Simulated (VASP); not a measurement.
Data:

```xyz
9
Lattice="2.3698 -4.1045 0.0000 2.3698 4.1045 0.0000 0.0000 0.0000 5.3037" Properties=species:S:1:pos:R:3 pbc="T T T"
Si     1.0743     1.8607     1.7679
Si     2.5909     0.0000     0.0000
Si     1.0743    -1.8607     3.5358
O      1.6485     0.4453     1.2438
O      3.5296     1.2050     4.7797
O      1.9312    -2.4542     2.2920
O      3.5296    -1.2050     0.5241
O      1.6485    -0.4453     4.0599
O      1.9312     2.4542     3.0118
```

All values below come from PBEsol GGA, VASP's PBE PAW potentials (set 64) (plane waves; VASP). Numerical set-up: 620 eV cut-off, 6×6×4 Γ-centred mesh, Gaussian smearing of 0.050 eV, potentials Si O.

Energy and stress use the plane-wave basis of the starting cell.

Problem. The ions, cell shape and volume at an external pressure of 10.0 GPa are relaxed. Give the cell that the relaxation ends in.

Solution. 
```xyz
9
Lattice="2.3015 -3.9863 0.0000 2.3015 3.9863 0.0000 0.0000 0.0000 5.2096" Properties=species:S:1:pos:R:3 pbc="T T T"
Si     1.0209     1.7682     1.7365
Si     2.5613     0.0000     0.0000
Si     1.0209    -1.7682     3.4730
O      1.6112     0.3457     1.2668
O      3.4980     1.2224     4.7398
O      1.7953    -2.4181     2.2063
O      3.4980    -1.2224     0.4697
O      1.6112    -0.3457     3.9428
O      1.7953     2.4181     3.0033
```
Space group P3_221 (154), at a tolerance of 0.03 Å.

Problem. How do energy and volume change from the first to the last step?

Solution. The energy (σ→0) changes by +38.0 meV/atom and the volume by -7.4 %, in 13 ionic steps.

```csv
step,E(σ→0) (eV),max force (eV/Å),pressure (GPa),volume (Å³)
1,-73.8391,0.019,4.93,103.18
2,-73.4696,0.775,17.93,97.86
3,-73.7360,0.309,9.98,100.94
4,-73.7119,0.255,9.94,100.20
5,-73.6100,0.275,9.87,97.99
6,-73.5675,0.680,9.87,97.26
7,-73.5919,0.402,9.84,97.58
8,-73.5787,0.368,9.88,97.24
9,-73.5302,0.261,9.98,96.20
10,-73.3910,0.239,10.11,94.14
11,-73.4933,0.188,10.06,95.55
12,-73.4969,0.278,9.98,95.64
13,-73.4976,0.013,10.02,95.59
```

The compound is SiO2 in the quartz structure. This run relaxes it under an external pressure of 10 GPa. Symmetry was kept, so distortions that lower it aren't found.
